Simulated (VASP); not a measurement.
Input:

```xyz
4
Lattice="3.6131 0.0000 0.0000 -1.8065 3.1290 0.0000 0.0000 0.0000 6.1192" Properties=species:S:1:pos:R:3 pbc="T T T"
Ga     0.0000     0.0000     0.0000
Ga     0.0000     0.0000     3.0596
P      0.0000     2.0860     1.5298
P      1.8065     1.0430     4.5894
```

Computed with PBE GGA, VASP's PBE PAW potentials (set 64) (plane waves; VASP). Run with 400 eV cut-off, 13×13×7 Γ-centred mesh, tetrahedra with Blöchl corrections, potentials Ga_d P.

Q: Estimate the energy per atom (σ→0), band gap (on the k-mesh) with the smallest direct gap where there is one.

A: 
- band gap (on the k-mesh) = none (metal, semimetal or under 0.01 eV)
- energy per atom (σ→0) = -4.117 eV/atom

The absolute energy has meaning only against runs of the same code, potentials and settings.

The structure was generated: GaP was put into the NiAs type type (P6_3/mmc), which need not be its known phase. It was relaxed first, which changed the volume by +18 %.
